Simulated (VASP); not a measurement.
**BaZrO3: NMR shieldings**

Aim: NMR shielding tensors and field gradients of BaZrO3. The cell has space group Pm-3m. The start is a cell from a database of measured crystal structures.

Method: PBE; plane waves and PAW (Ba_sv, Zr_sv, O), in the first sound run; inputs show where later runs differ, in VASP 6.6.1.

## (1) Set-up

Symmetry: Pm-3m, No. 221, cubic system. Conventional cell: a = 4.191 Å, b = 4.191 Å, c = 4.191 Å, α = 90.00°, β = 90.00°, γ = 90.00°. Ba has 12 O at 2.96 Å nearest. Zr has 6 O at 2.10 Å nearest. Nearest to O lie 2 Zr at 2.10 Å and 4 Ba at 2.96 Å. Farther neighbours and most contacts between anions are not listed.

Coordinates:

```cif
data_structure
_symmetry_space_group_name_H-M 'Pm-3m'
_symmetry_Int_Tables_number 221
_cell_length_a 4.1913
_cell_length_b 4.1913
_cell_length_c 4.1913
_cell_angle_alpha 90.000
_cell_angle_beta 90.000
_cell_angle_gamma 90.000
_cell_volume 73.63
loop_
_atom_site_label
_atom_site_type_symbol
_atom_site_symmetry_multiplicity
_atom_site_Wyckoff_symbol
_atom_site_fract_x
_atom_site_fract_y
_atom_site_fract_z
_atom_site_occupancy
Ba1 Ba 1 a 0.00000 0.00000 0.00000 1
Zr1 Zr 1 b 0.50000 0.50000 0.50000 1
O1 O 3 c 0.50000 0.50000 0.00000 1
```

## (2) Ground state

A ground-state run shows first whether the cell has a gap, which the next steps need; its size sets how fine their mesh has to be.

INCAR

```
SYSTEM = BaZrO3
PREC = Accurate
ENCUT = 520
EDIFF = 1E-07
NELM = 100
ISMEAR = 0
SIGMA = 0.01
LREAL = .FALSE.
ALGO = Normal
GGA = PE
NBANDS = 26
LORBIT = 11
LWAVE = .FALSE.
LCHARG = .FALSE.
KPAR = 2
```

POSCAR

```
BaZrO3
1.0
    4.1913400000      0.0000000000      0.0000000000
    0.0000000000      4.1913400000      0.0000000000
    0.0000000000      0.0000000000      4.1913400000
Ba Zr O
1 1 3
Direct
    0.0000000000      0.0000000000      0.0000000000
    0.5000000000      0.5000000000      0.5000000000
    0.5000000000      0.5000000000      0.0000000000
    0.5000000000      0.0000000000      0.5000000000
    0.0000000000      0.5000000000      0.5000000000
```

KPOINTS

```
Automatic mesh
0
Gamma
5 5 5
0 0 0
```

PAW data sets: Ba_sv, Zr_sv and O (PBE family, release 64).

Run with:

```console
$ mpirun -np 2 vasp_std
```

Log:

```text
[banner, memory and clock lines left out]
running    2 mpi-ranks, on    1 nodes
 distrk:  each k-point on    1 cores,    2 groups
 distr:  one band on    1 cores,    1 groups

 POSCAR found type information on POSCAR BaZrO
 POSCAR found :  3 types and       5 ions
 LDA part: xc-table for (Slater+PW92), standard interpolation
 POSCAR, INCAR and KPOINTS ok, starting setup
 FFT: planning ... GRIDC
 FFT: planning ... GRID_SOFT
 FFT: planning ... GRID
 WAVECAR not read
 entering main loop
       N       E                     dE             d eps       ncg     rms          rms(c)
DAV:   1     0.310774339864E+03    0.31077E+03   -0.22312E+04   520   0.152E+03
DAV:   2    -0.287797850985E+02   -0.33955E+03   -0.33050E+03   654   0.368E+02
DAV:   3    -0.487433645962E+02   -0.19964E+02   -0.19922E+02   828   0.856E+01
DAV:   4    -0.492504721771E+02   -0.50711E+00   -0.50668E+00   728   0.111E+01
DAV:   5    -0.492590397408E+02   -0.85676E-02   -0.85671E-02   740   0.112E+00    0.289E+01
DAV:   6    -0.417509978496E+02    0.75080E+01   -0.41301E+01   594   0.413E+01    0.128E+01
DAV:   7    -0.417009013140E+02    0.50097E-01   -0.29852E+00   740   0.985E+00    0.785E+00
DAV:   8    -0.416865026019E+02    0.14399E-01   -0.34379E-01   642   0.464E+00    0.706E-01
DAV:   9    -0.416829427449E+02    0.35599E-02   -0.58119E-02   740   0.142E+00    0.503E-01
DAV:  10    -0.416848125810E+02   -0.18698E-02   -0.15468E-02   710   0.108E+00    0.265E-01
DAV:  11    -0.416844068660E+02    0.40571E-03   -0.21605E-03   670   0.400E-01    0.375E-02
DAV:  12    -0.416844604846E+02   -0.53619E-04   -0.17101E-04   632   0.961E-02    0.314E-02
DAV:  13    -0.416844604684E+02    0.16181E-07   -0.22289E-05   762   0.294E-02    0.522E-03
DAV:  14    -0.416844606346E+02   -0.16620E-06   -0.21934E-06   600   0.116E-02    0.186E-03
DAV:  15    -0.416844606806E+02   -0.45992E-07   -0.39278E-07   592   0.460E-03
   1 F= -.41684461E+02 E0= -.41684461E+02  d E =-.140184E-13
```

It took 9.4 s on 2 MPI ranks of AMD EPYC 7R43, shared host; peak memory 0.3 GiB.

The logs omit lines about the potential files and the build; timing stands in the text.

From OUTCAR (step 2):

```text
ion  position               nearest neighbor table
   1  0.000  0.000  0.000-   3 2.96   4 2.96   5 2.96   4 2.96   5 2.96   3 2.96   5 2.96   5 2.96
                             3 2.96   4 2.96   4 2.96   3 2.96   2 3.63   2 3.63   2 3.63   2 3.63
   2  0.500  0.500  0.500-   3 2.10   4 2.10   5 2.10   3 2.10   4 2.10   5 2.10   1 3.63   1 3.63
                             1 3.63   1 3.63   1 3.63   1 3.63   1 3.63   1 3.63
   3  0.500  0.500  0.000-   2 2.10   2 2.10   1 2.96   1 2.96   1 2.96   1 2.96
   4  0.500  0.000  0.500-   2 2.10   2 2.10   1 2.96   1 2.96   1 2.96   1 2.96
   5  0.000  0.500  0.500-   2 2.10   2 2.10   1 2.96   1 2.96   1 2.96   1 2.96

  LATTYP: Found a simple cubic cell.
 ALAT       =     4.1913400000

 Subroutine GETGRP returns: Found 48 space group operations
 (whereof 48 operations were pure point group operations)

The static configuration has the point symmetry O_h .

 Found     10 irreducible k-points:

   k-points           NKPTS =     10   k-points in BZ     NKDIM =     10   number of bands    NBANDS=     26

   dimension x,y,z NGX =    32 NGY =   32 NGZ =   32
   dimension x,y,z NGXF=    64 NGYF=   64 NGZF=   64

   ENCUT  =  520.0 eV  38.22 Ry    6.18 a.u.   7.79  7.79  7.79*2*pi/ulx,y,z

   NELECT =      40.0000    total number of electrons

 k-points in reciprocal lattice and weights: Automatic mesh
   0.00000000  0.00000000  0.00000000       0.008
   0.20000000  0.00000000  0.00000000       0.048
   0.40000000  0.00000000  0.00000000       0.048
   0.20000000  0.20000000  0.00000000       0.096
   0.40000000  0.20000000  0.00000000       0.192
   0.40000000  0.40000000  0.00000000       0.096
   0.20000000  0.20000000  0.20000000       0.064
   0.40000000  0.20000000  0.20000000       0.192
   0.40000000  0.40000000  0.20000000       0.192
   0.40000000  0.40000000  0.40000000       0.064

 average (electrostatic) potential at core
       1 -33.5726       2 -78.1323       3 -69.3290       4 -69.3290       5 -69.3290

 E-fermi :   3.7336

 k-point     1 :       0.0000    0.0000    0.0000
  band No.  band energies     occupation
    ...
     16       2.8045      2.00000
     17       2.8045      2.00000
     18       3.5665      2.00000
     19       3.5665      2.00000
     20       3.5665      2.00000
     21       6.9777      0.00000
     22       6.9777      0.00000
     23       6.9777      0.00000
     24       8.4436      0.00000
     25       8.4436      0.00000
    ...

 k-point     2 :       0.2000    0.0000    0.0000
  band No.  band energies     occupation
    ...
     16       2.4747      2.00000
     17       2.5354      2.00000
     18       2.7393      2.00000
     19       3.4554      2.00000
     20       3.4554      2.00000
     21       7.1136      0.00000
     22       7.8118      0.00000
     23       7.8118      0.00000
     24       9.0396      0.00000
     25       9.0725      0.00000
    ...

 k-point     3 :       0.4000    0.0000    0.0000
  band No.  band energies     occupation
    ...
     16       2.1060      2.00000
     17       2.1060      2.00000
     18       2.1658      2.00000
     19       3.3507      2.00000
     20       3.3507      2.00000
     21       7.3729      0.00000
     22       9.2184      0.00000
     23       9.2184      0.00000
     24      10.0373      0.00000
     25      10.2443      0.00000
    ...

  Total        2.3470568      2.3470568      2.3470568     -0.0000000     -0.0000000     -0.0000000
  in kB       51.0711356     51.0711356     51.0711356     -0.0000000     -0.0000000     -0.0000000
  external PRESSURE =      51.0711356 kB  Pullay stress =       0.0000000 kB

  energy-cutoff  :      520.00
  volume of cell :       73.63
      direct lattice vectors                 reciprocal lattice vectors
     4.191340000  0.000000000  0.000000000     0.238587182  0.000000000  0.000000000
     0.000000000  4.191340000  0.000000000     0.000000000  0.238587182  0.000000000
     0.000000000  0.000000000  4.191340000     0.000000000  0.000000000  0.238587182

 POSITION                                       TOTAL-FORCE (eV/Angst)
 -----------------------------------------------------------------------------------
      0.00000      0.00000      0.00000         0.000000      0.000000      0.000000
      2.09567      2.09567      2.09567         0.000000      0.000000      0.000000
      2.09567      2.09567      0.00000         0.000000      0.000000      0.000000
      2.09567      0.00000      2.09567         0.000000      0.000000      0.000000
      0.00000      2.09567      2.09567         0.000000      0.000000      0.000000
 -----------------------------------------------------------------------------------
    total drift:                                0.000000     -0.000000     -0.000000

  FREE ENERGIE OF THE ION-ELECTRON SYSTEM (eV)
  ---------------------------------------------------
  free  energy   TOTEN  =       -41.6844606806 eV

  energy  without entropy=      -41.6844606806  energy(sigma->0) =      -41.68446068

 total charge
# of ion       s       p       d       tot
------------------------------------------
    1        2.002   5.634   0.271   7.907
    2        2.200   6.087   1.431   9.718
    3        1.562   3.487   0.000   5.049
    4        1.562   3.487   0.000   5.049
    5        1.562   3.487   0.000   5.049
--------------------------------------------------
tot          8.886  22.183   1.702  32.771

[... 3 further parts left out ...]
```

The gap is read on the k-mesh alone, so it is an upper bound where the band edges lie off the mesh. Harder data sets than Ba_sv exist (the GW ones), and pressures, volumes and forces can shift noticeably with them.

A gap read on the k-mesh alone can miss the band edges.

This step gave:

| Property | Result |
| --- | --- |
| free energy (TOTEN) | -41.68 eV |
| Fermi energy | 3.734 eV |
| pressure | 5.107 GPa |
| gap on the k-mesh | 3.293 eV |
| least direct gap on the k-mesh | 3.411 eV |

The cell has a gap of 3.29 eV on this mesh and a pressure of +5.1 GPa, which holds the misfit of the given cell and coordinates with this functional, and any error of cutoff, mesh and data sets. Spin-orbit coupling is left out, which can shift or reorder these edges.

(Continued in part 2 of 4.)

[Lines on the potential files, build, host, timing and source positions are cut from VASP's logs without a mark.]

[Logs are printed without paths, hosts, clocks, repeated set-up lines and the standing remarks that a program may print on its own settings, such as how far it seeks lower states.]

[Hosts, paths, dates, database ids (printed as entryN), source tags and the programs' standing remarks are cut or masked in the printed files.]
